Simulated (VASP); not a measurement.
Input:

```
CELL_PARAMETERS angstrom
      0.00000     3.41721     3.41721
      3.41721     0.00000     3.41721
      3.41721     3.41721     0.00000
ATOMIC_POSITIONS crystal
  Sr 0.00000 0.00000 0.00000
  Te 0.50000 0.50000 0.50000
```

Level of theory: SCAN meta-GGA, VASP's PBE PAW potentials (set 64) (plane waves; VASP). Numerical set-up: 520 eV cut-off, 7×7×7 Γ-centred mesh, Gaussian smearing of 0.050 eV, potentials Sr_sv Te.

Task: The job: SrTe (rock salt), 2 atoms, SCAN, static run, 520 eV, 7×7×7 Γ-centred mesh. Roughly how much core time does it take on a busy server core?

Result: About 3 core-minutes (one run on a shared machine, a rough figure). It had 20 irreducible k-points, 12 bands, up to 2168 plane waves and 35 electronic steps.

The compound is SrTe in the rock salt structure. This cell is one point of a volume scan, at 1.06 of the reference volume.
